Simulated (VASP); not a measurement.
A run of VASP 6.6.1 is set up as follows.

Contents of INCAR:

```
PREC = Accurate
ENCUT = 520
EDIFF = 1E-6
ISMEAR = 0
SIGMA = 0.1
LREAL = F
LASPH = T
NELM = 150
ALGO = Normal
ISIF = 2
LWAVE = F
LCHARG = T
ISPIN = 2
MAGMOM = 1.98 0 0.16 0.16 0.16
LORBIT = 11
LMAXMIX = 4
GGA = PE
LELF = T
LVHAR = T
NBANDS = 30
```

Contents of KPOINTS:

```
regular mesh
0
Gamma
  8 8 8
```

File POSCAR:

```
FePtS3
1.0
    4.3945850026      0.0000000000      0.0000000000
    0.0000000000      4.3945850026      0.0000000000
    0.0000000000      0.0000000000      4.3945850026
Fe Pt S
1 1 3
Direct
    0.5000000000      0.5000000000      0.5000000000
    0.0000000000      0.0000000000      0.0000000000
    0.5000000000      0.5000000000      0.0000000000
    0.5000000000      0.0000000000      0.5000000000
    0.0000000000      0.5000000000      0.5000000000
```

Potentials or basis: VASP PAW PBE potentials, release 64 (Fe, Pt, S).

Command:

```bash
$ cat potpaw_PBE.64/Fe/POTCAR potpaw_PBE.64/Pt/POTCAR potpaw_PBE.64/S/POTCAR > POTCAR
$ mpirun -np 1 vasp_std > vasp.out
```

(1) Predict the net moment.

(2) Predict the band gap on the k mesh.

## Answers

(1) 2.67 μB per cell.

(2) none (metal or under the smearing width).

Caveat: a cell with one magnetic atom can't hold antiferromagnetic order, which such compounds often take.
